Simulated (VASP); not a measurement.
OSZICAR of a VASP run on BP:

### OSZICAR
```
...
DAV:   1    -0.999837448987E+02   -0.15080E-01   -0.22472E+00   744   0.792E+00    0.924E-01
DAV:   2    -0.999936438432E+02   -0.98989E-02   -0.93773E-02   928   0.166E+00    0.282E-01
DAV:   3    -0.999977699010E+02   -0.41261E-02   -0.58387E-03   981   0.502E-01    0.190E-01
DAV:   4    -0.999970489962E+02    0.72090E-03   -0.23599E-03   828   0.339E-01    0.758E-02
DAV:   5    -0.999972759937E+02   -0.22700E-03   -0.11808E-03   800   0.250E-01    0.288E-02
DAV:   6    -0.999976026754E+02   -0.32668E-03   -0.53728E-04   828   0.173E-01    0.310E-02
DAV:   7    -0.999976589966E+02   -0.56321E-04   -0.13832E-04   821   0.925E-02    0.199E-02
DAV:   8    -0.999976530089E+02    0.59877E-05   -0.10978E-04   772   0.829E-02    0.551E-03
DAV:   9    -0.999976589607E+02   -0.59518E-05   -0.50175E-05   692   0.615E-02
   7 F= -.99997659E+02 E0= -.99997659E+02  d E =-.830942E-01
       N       E                     dE             d eps       ncg     rms          rms(c)
DAV:   1    -0.100016597470E+03   -0.18944E-01   -0.17864E+00   744   0.716E+00    0.671E-01
DAV:   2    -0.100024851371E+03   -0.82539E-02   -0.74767E-02   984   0.145E+00    0.250E-01
DAV:   3    -0.100026781379E+03   -0.19300E-02   -0.28432E-03  1011   0.323E-01    0.178E-01
DAV:   4    -0.100026926898E+03   -0.14552E-03   -0.17168E-03   836   0.265E-01    0.595E-02
DAV:   5    -0.100027389226E+03   -0.46233E-03   -0.77413E-04   807   0.202E-01    0.267E-02
DAV:   6    -0.100027409708E+03   -0.20482E-04   -0.30031E-04   891   0.125E-01    0.223E-02
DAV:   7    -0.100027484253E+03   -0.74545E-04   -0.13899E-04   814   0.904E-02    0.119E-02
DAV:   8    -0.100027547821E+03   -0.63567E-04   -0.71876E-05   722   0.692E-02    0.280E-03
DAV:   9    -0.100027531344E+03    0.16477E-04   -0.24424E-05   631   0.388E-02    0.152E-03
DAV:  10    -0.100027549642E+03   -0.18298E-04   -0.74047E-06   626   0.225E-02    0.538E-04
DAV:  11    -0.100027570202E+03   -0.20559E-04   -0.60227E-06   545   0.204E-02    0.516E-04
DAV:  12    -0.100027577408E+03   -0.72067E-05   -0.18521E-06   533   0.118E-02
   8 F= -.10002758E+03 E0= -.10002758E+03  d E =-.299184E-01
       N       E                     dE             d eps       ncg     rms          rms(c)
DAV:   1    -0.100027915508E+03   -0.34531E-03   -0.48783E-02   744   0.118E+00    0.110E-01
DAV:   2    -0.100028112412E+03   -0.19690E-03   -0.21564E-03   984   0.252E-01    0.413E-02
DAV:   3    -0.100028183175E+03   -0.70762E-04   -0.94431E-05   934   0.621E-02    0.299E-02
DAV:   4    -0.100028194628E+03   -0.11453E-04   -0.13047E-04   772   0.818E-02    0.936E-03
DAV:   5    -0.100028203239E+03   -0.86114E-05   -0.33904E-05   670   0.479E-02
   9 F= -.10002820E+03 E0= -.10002820E+03  d E =-.305443E-01
       N       E                     dE             d eps       ncg     rms          rms(c)
DAV:   1    -0.100035292306E+03   -0.70977E-02   -0.98849E-01   744   0.557E+00    0.521E-01
DAV:   2    -0.100036240361E+03   -0.94805E-03   -0.24301E-02   928   0.843E-01    0.138E-01
DAV:   3    -0.100036690183E+03   -0.44982E-03   -0.13204E-03   987   0.224E-01    0.975E-02
DAV:   4    -0.100037112942E+03   -0.42276E-03   -0.79433E-04   814   0.184E-01    0.322E-02
DAV:   5    -0.100037448479E+03   -0.33554E-03   -0.38284E-04   849   0.149E-01    0.177E-02
DAV:   6    -0.100037604049E+03   -0.15557E-03   -0.15015E-04   828   0.925E-02    0.141E-02
DAV:   7    -0.100037616503E+03   -0.12454E-04   -0.35106E-05   651   0.542E-02    0.738E-03
DAV:   8    -0.100037627374E+03   -0.10871E-04   -0.24727E-05   624   0.416E-02    0.127E-03
DAV:   9    -0.100037633815E+03   -0.64405E-05   -0.12915E-05   576   0.317E-02
  10 F= -.10003763E+03 E0= -.10003763E+03  d E =-.943058E-02
       N       E                     dE             d eps       ncg     rms          rms(c)
DAV:   1    -0.100037640130E+03   -0.12756E-04   -0.57467E-06   547   0.191E-02    0.100E-03
DAV:   2    -0.100037641429E+03   -0.12988E-05   -0.13844E-06   554   0.104E-02    0.506E-04
DAV:   3    -0.100037645020E+03   -0.35908E-05   -0.76970E-07   484   0.771E-03    0.317E-04
DAV:   4    -0.100037645121E+03   -0.10142E-06   -0.12414E-06   470   0.104E-02
  11 F= -.10003765E+03 E0= -.10003765E+03  d E =-.944188E-02
       N       E                     dE             d eps       ncg     rms          rms(c)
DAV:   1    -0.100039417826E+03   -0.17728E-02   -0.14775E-01   758   0.202E+00    0.200E-01
DAV:   2    -0.100039421607E+03   -0.37814E-05   -0.61613E-03   888   0.432E-01    0.673E-02
DAV:   3    -0.100039484389E+03   -0.62781E-04   -0.26892E-04  1032   0.105E-01    0.496E-02
DAV:   4    -0.100039932494E+03   -0.44811E-03   -0.23153E-04   795   0.107E-01    0.197E-02
DAV:   5    -0.100040121560E+03   -0.18907E-03   -0.87922E-05   863   0.725E-02    0.970E-03
DAV:   6    -0.100040158829E+03   -0.37269E-04   -0.63499E-05   772   0.650E-02    0.963E-03
DAV:   7    -0.100040189785E+03   -0.30957E-04   -0.23648E-05   618   0.440E-02    0.433E-03
DAV:   8    -0.100040195778E+03   -0.59930E-05   -0.11633E-05   608   0.290E-02
  12 F= -.10004020E+03 E0= -.10004020E+03  d E =-.255066E-02
       N       E                     dE             d eps       ncg     rms          rms(c)
DAV:   1    -0.100040288323E+03   -0.98538E-04   -0.11978E-01   758   0.182E+00    0.180E-01
DAV:   2    -0.100040276528E+03    0.11795E-04   -0.50066E-03   895   0.392E-01    0.607E-02
DAV:   3    -0.100040311287E+03   -0.34760E-04   -0.22215E-04  1040   0.964E-02    0.448E-02
DAV:   4    -0.100040699651E+03   -0.38836E-03   -0.20172E-04   795   0.102E-01    0.177E-02
DAV:   5    -0.100040858734E+03   -0.15908E-03   -0.75558E-05   863   0.673E-02    0.903E-03
DAV:   6    -0.100040888705E+03   -0.29971E-04   -0.52830E-05   760   0.604E-02    0.848E-03
DAV:   7    -0.100040912006E+03   -0.23301E-04   -0.27340E-05   628   0.468E-02    0.379E-03
DAV:   8    -0.100040919815E+03   -0.78096E-05   -0.11005E-05   586   0.284E-02
  13 F= -.10004092E+03 E0= -.10004092E+03  d E =-.327469E-02
       N       E                     dE             d eps       ncg     rms          rms(c)
DAV:   1    -0.100041504101E+03   -0.59209E-03   -0.17079E-01   744   0.217E+00    0.191E-01
DAV:   2    -0.100041167982E+03    0.33612E-03   -0.63853E-03   888   0.423E-01    0.716E-02
DAV:   3    -0.100041645892E+03   -0.47791E-03   -0.29159E-04   985   0.117E-01    0.584E-02
DAV:   4    -0.100042067586E+03   -0.42169E-03   -0.16932E-04   786   0.889E-02    0.277E-02
DAV:   5    -0.100042348404E+03   -0.28082E-03   -0.14423E-04   786   0.834E-02    0.877E-03
DAV:   6    -0.100042422953E+03   -0.74549E-04   -0.10412E-04   821   0.797E-02    0.111E-02
DAV:   7    -0.100042392929E+03    0.30024E-04   -0.53393E-05   748   0.600E-02    0.613E-03
DAV:   8    -0.100042412953E+03   -0.20024E-04   -0.18022E-05   602   0.370E-02    0.157E-03
DAV:   9    -0.100042395281E+03    0.17672E-04   -0.15936E-05   588   0.351E-02    0.877E-04
DAV:  10    -0.100042403582E+03   -0.83010E-05   -0.33026E-06   540   0.170E-02
  14 F= -.10004240E+03 E0= -.10004240E+03  d E =-.148377E-02
       N       E                     dE             d eps       ncg     rms          rms(c)
DAV:   1    -0.100042416971E+03   -0.21690E-04   -0.16631E-02   744   0.679E-01    0.600E-02
DAV:   2    -0.100042317131E+03    0.99839E-04   -0.71053E-04   766   0.149E-01    0.219E-02
DAV:   3    -0.100042393713E+03   -0.76582E-04   -0.38746E-05   828   0.481E-02    0.177E-02
DAV:   4    -0.100042458573E+03   -0.64861E-04   -0.41082E-05   644   0.511E-02    0.818E-03
DAV:   5    -0.100042496923E+03   -0.38350E-04   -0.27310E-05   592   0.446E-02    0.233E-03
DAV:   6    -0.100042494040E+03    0.28831E-05   -0.18957E-05   568   0.395E-02
  15 F= -.10004249E+03 E0= -.10004249E+03  d E =-.157422E-02
       N       E                     dE             d eps       ncg     rms          rms(c)
DAV:   1    -0.100042282359E+03    0.21456E-03   -0.11552E-01   744   0.171E+00    0.168E-01
DAV:   2    -0.100042058414E+03    0.22395E-03   -0.58487E-03   955   0.398E-01    0.686E-02
DAV:   3    -0.100042558803E+03   -0.50039E-03   -0.27607E-04   900   0.107E-01    0.549E-02
DAV:   4    -0.100042847727E+03   -0.28892E-03   -0.10349E-04   794   0.677E-02    0.302E-02
DAV:   5    -0.100043082287E+03   -0.23456E-03   -0.12714E-04   807   0.798E-02    0.793E-03
DAV:   6    -0.100043133695E+03   -0.51409E-04   -0.11232E-04   772   0.805E-02    0.983E-03
DAV:   7    -0.100043115565E+03    0.18130E-04   -0.29860E-05   662   0.444E-02    0.673E-03
DAV:   8    -0.100043145404E+03   -0.29839E-04   -0.17327E-05   574   0.317E-02    0.179E-03
DAV:   9    -0.100043117011E+03    0.28393E-04   -0.22768E-05   584   0.380E-02    0.743E-04
DAV:  10    -0.100043132105E+03   -0.15094E-04   -0.40718E-06   484   0.178E-02    0.364E-04
DAV:  11    -0.100043127411E+03    0.46946E-05   -0.22761E-06   456   0.144E-02
  16 F= -.10004313E+03 E0= -.10004313E+03  d E =-.633370E-03
       N       E                     dE             d eps       ncg     rms          rms(c)
DAV:   1    -0.100043129616E+03    0.24896E-05   -0.27554E-03   744   0.264E-01    0.261E-02
DAV:   2    -0.100042982494E+03    0.14712E-03   -0.27591E-04   801   0.110E-01    0.974E-03
DAV:   3    -0.100043058317E+03   -0.75823E-04   -0.27272E-05   589   0.394E-02    0.720E-03
DAV:   4    -0.100043155246E+03   -0.96929E-04   -0.11205E-04   744   0.788E-02    0.351E-03
DAV:   5    -0.100043143611E+03    0.11635E-04   -0.12575E-05   552   0.336E-02    0.135E-03
DAV:   6    -0.100043164973E+03   -0.21362E-04   -0.19886E-05   609   0.343E-02    0.816E-04
DAV:   7    -0.100043165658E+03   -0.68569E-06   -0.32129E-06   512   0.171E-02
  17 F= -.10004317E+03 E0= -.10004317E+03  d E =-.671618E-03
```

Task: Which electronic solver shows in the log?

Result: It is blocked Davidson (ALGO = Normal, or the opening steps of other solvers). The INCAR had ALGO = Normal.

Task: Can the final energy be trusted as converged?

Result: The run converged. It stopped with EDIFF = 1E-5, NELM = 100, NSW = 50 and EDIFFG = -0.03 after 17 ionic steps (r2SCAN meta-GGA, plane waves, VASP's PBE PAW potentials (set 64)).

The cell is a thin slab with vacuum, built from BP (zinc blende): (110) face.
